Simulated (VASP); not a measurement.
Level of theory: revTPSS meta-GGA, VASP's PBE PAW potentials (set 64) (plane waves; VASP).

VASP input:

KPOINTS:
```
Automatic
0
G
 8 8 8
```

File POSCAR:
```
HfO2
1
    0.0000000000     2.5251393080     2.5251393080
    2.5251393080     0.0000000000     2.5251393080
    2.5251393080     2.5251393080     0.0000000000
Hf O
1 2
Direct
  0.0000000000   0.0000000000   0.0000000000
  0.2500000000   0.2500000000   0.2500000000
  0.7500000000   0.7500000000   0.7500000000
```

**INCAR**
```
SYSTEM = HfO2
PREC = Accurate; ENCUT = 520; LREAL = .FALSE.
LASPH = .TRUE.
EDIFF = 1E-7; NELM = 100; ALGO = Normal
LMAXMIX = 6; LMIXTAU = .TRUE.
ISMEAR = 0; SIGMA = 0.05
METAGGA = RTPSS
ISIF = 2
LWAVE = .FALSE.; LCHARG = .FALSE.
```

POTCAR, in this order: Hf_pv O (PBE.64 set). Program: vasp_std.

The run wrote:

File OUTCAR:
```
 ion  position               nearest neighbor table
   1  0.000  0.000  0.000-   3 2.19   3 2.19   3 2.19   2 2.19   3 2.19   2 2.19   2 2.19   2 2.19
  LATTYP: Found a face centered cubic cell.
 ALAT       =     5.0502786160
 Subroutine PRICEL returns:
 Original cell was already a primitive cell.
 Subroutine GETGRP returns: Found 48 space group operations
The static configuration has the point symmetry O_h .
The dynamic configuration has the point symmetry O_h .
 Subroutine INISYM returns: Found 48 space group operations
 Subroutine IBZKPT returns following result:
 Found     29 irreducible k-points:

 Following reciprocal coordinates:
            Coordinates               Weight
  0.000000  0.000000  0.000000      1.000000
  0.125000  0.000000  0.000000      8.000000
  0.250000  0.000000  0.000000      8.000000
  0.375000  0.000000  0.000000      8.000000
  0.500000  0.000000  0.000000      4.000000
  0.125000  0.125000  0.000000      6.000000
  0.250000  0.125000  0.000000     24.000000
  0.375000  0.125000  0.000000     24.000000
  0.500000  0.125000  0.000000     24.000000
 -0.375000  0.125000  0.000000     24.000000
 -0.250000  0.125000  0.000000     24.000000
 -0.125000  0.125000  0.000000     12.000000
  0.250000  0.250000  0.000000      6.000000
  0.375000  0.250000  0.000000     24.000000
  0.500000  0.250000  0.000000     24.000000
 -0.375000  0.250000  0.000000     24.000000
 -0.250000  0.250000  0.000000     12.000000
  0.375000  0.375000  0.000000      6.000000
  0.500000  0.375000  0.000000     24.000000
 -0.375000  0.375000  0.000000     12.000000
  0.500000  0.500000  0.000000      3.000000
  0.375000  0.250000  0.125000     24.000000
  0.500000  0.250000  0.125000     48.000000
 -0.375000  0.250000  0.125000     24.000000
  0.500000  0.375000  0.125000     24.000000
 -0.375000  0.375000  0.125000     48.000000
 -0.250000  0.375000  0.125000     24.000000
 -0.375000  0.500000  0.125000     12.000000
 -0.250000  0.500000  0.250000      6.000000
   k-points           NKPTS =     29   k-points in BZ     NKDIM =     29   number of bands    NBANDS=     15
   number of dos      NEDOS =    301   number of ions     NIONS =      3
   total plane-waves  NPLWV =  21952
   dimension x,y,z NGX =    28 NGY =   28 NGZ =   28
   dimension x,y,z NGXF=    56 NGYF=   56 NGZF=   56
   ions per type =               1   2
   PREC   = accura    normal or accurate (medium, high low for compatibility)
   ISTART =      0    job   : 0-new  1-cont  2-samecut
   ICHARG =      2    charge: 1-file 2-atom 10-const
   ISPIN  =      1    spin polarized calculation?
   LNONCOLLINEAR =      F non collinear calculations
   LSORBIT =      F    spin-orbit coupling
   INIWAV =      1    electr: 0-lowe 1-rand  2-diag
   ENCUT  =  520.0 eV  38.22 Ry    6.18 a.u.   6.64  6.64  6.64*2*pi/ulx,y,z
   NELM   =    100;   NELMIN=  2; NELMDL= -5     # of ELM steps
   EDIFF  = 0.1E-06   stopping-criterion for ELM
   LREAL  =      F    real-space projection
   NLSPLINE    = F    spline interpolate recip. space projectors
   LMAXMIX     =    6 max onsite mixed and CHGCAR
   VOSKOWN=      0    Vosko Wilk Nusair interpolation
   EDIFFG = 0.1E-05   stopping-criterion for IOM
   NSW    =      0    number of steps for IOM
   NBLOCK =      1;   KBLOCK =      1    inner block; outer block
   IBRION =     -1    ionic relax: 0-MD 1-quasi-New 2-CG
   NFREE  =      0    steps in history (QN), initial steepest desc. (CG)
   ISIF   =      2    stress and relaxation
   ISYM   =      2    0-nonsym 1-usesym 2-fastsym
   TEIN   =    0.0    initial temperature
   TEBEG  =    0.0;   TEEND  =   0.0 temperature during run
   SMASS  =  -3.00    Nose mass-parameter (am)
   PSTRESS=    0.0 pullay stress
...
```

**OSZICAR**
```
       N       E                     dE             d eps       ncg     rms          rms(c)
DAV:   1     0.196766067902E+03    0.19677E+03   -0.13233E+04   870   0.156E+03
DAV:   2     0.398273715299E+02   -0.15694E+03   -0.15358E+03  1227   0.426E+02
DAV:   3     0.337659350271E+02   -0.60614E+01   -0.60536E+01  1143   0.801E+01
DAV:   4     0.337014321316E+02   -0.64503E-01   -0.64488E-01  1129   0.928E+00
DAV:   5     0.337002583581E+02   -0.11738E-02   -0.11737E-02  1165   0.966E-01    0.668E+01
DAV:   6     0.224347395768E+01   -0.31457E+02   -0.13519E+02   898   0.149E+02    0.281E+01
DAV:   7     0.386310231070E+01    0.16196E+01   -0.15923E+01  1066   0.305E+01    0.267E+01
DAV:   8     0.319470184046E+01   -0.66840E+00   -0.77676E+00  1073   0.180E+01    0.203E+01
DAV:   9     0.975498015766E-01   -0.30972E+01   -0.34330E+01   989   0.355E+01    0.248E+01
DAV:  10     0.365626200321E+01    0.35587E+01   -0.70396E+00  1010   0.208E+01    0.464E+00
DAV:  11     0.355017835772E+01   -0.10608E+00   -0.36087E-01   947   0.520E+00    0.734E-01
DAV:  12     0.351003926434E+01   -0.40139E-01   -0.18037E-02   954   0.141E+00    0.386E-01
DAV:  13     0.351888848810E+01    0.88492E-02   -0.22032E-03  1017   0.503E-01    0.392E-01
DAV:  14     0.351087477938E+01   -0.80137E-02   -0.26149E-03   912   0.660E-01    0.378E-01
DAV:  15     0.351014940912E+01   -0.72537E-03   -0.11956E-03   954   0.259E-01    0.194E-01
DAV:  16     0.351014513816E+01   -0.42710E-05   -0.21938E-05  1066   0.537E-02    0.128E-01
DAV:  17     0.351014594226E+01    0.80410E-06   -0.13979E-05  1115   0.353E-02    0.519E-02
DAV:  18     0.351014537306E+01   -0.56920E-06   -0.37638E-06   926   0.256E-02    0.730E-03
DAV:  19     0.351013980826E+01   -0.55648E-05   -0.54955E-06  1024   0.211E-02    0.152E-03
DAV:  20     0.351013935432E+01   -0.45394E-06   -0.99038E-07   954   0.108E-02    0.406E-03
DAV:  21     0.351013922559E+01   -0.12873E-06   -0.14700E-07   722   0.549E-03    0.466E-03
DAV:  22     0.351013919093E+01   -0.34663E-07   -0.63456E-08   554   0.191E-03
   1 F= 0.35101392E+01 E0= 0.35101392E+01  d E =-.155690E-22
```

File OUTCAR:
```
------------------------ aborting loop because EDIFF is reached ----------------------------------------
  FORCE on cell =-STRESS in cart. coord.  units (eV):
  Direction    XX          YY          ZZ          XY          YZ          ZX
  --------------------------------------------------------------------------------------
  Total       -0.0032412     -0.0032412     -0.0032412     -0.0000000     -0.0000000      0.0000000
  in kB       -0.1612622     -0.1612622     -0.1612622     -0.0000000     -0.0000000      0.0000000
  external PRESSURE =      -0.1612622 kB  Pullay stress =       0.0000000 kB
  volume of cell :       32.20
      direct lattice vectors                 reciprocal lattice vectors
     0.000000000  2.525139308  2.525139308    -0.198008878  0.198008878  0.198008878
     2.525139308  0.000000000  2.525139308     0.198008878 -0.198008878  0.198008878
     2.525139308  2.525139308  0.000000000     0.198008878  0.198008878 -0.198008878
 POSITION                                       TOTAL-FORCE (eV/Angst)
 -----------------------------------------------------------------------------------
      0.00000      0.00000      0.00000         0.000000      0.000000      0.000000
      1.26257      1.26257      1.26257        -0.000000     -0.000000     -0.000000
      3.78771      3.78771      3.78771         0.000000      0.000000      0.000000
 -----------------------------------------------------------------------------------
    total drift:                                0.000000      0.000000      0.000000
  FREE ENERGIE OF THE ION-ELECTRON SYSTEM (eV)
  ---------------------------------------------------
  free  energy   TOTEN  =         3.5101391909 eV

  energy  without entropy=        3.5101391909  energy(sigma->0) =        3.51013919
```
(Selected blocks of OUTCAR.)

The compound is HfO2 in the fluorite structure, the high-temperature cubic form, which is unstable at 0 K; the monoclinic form is the stable one. It was relaxed first.
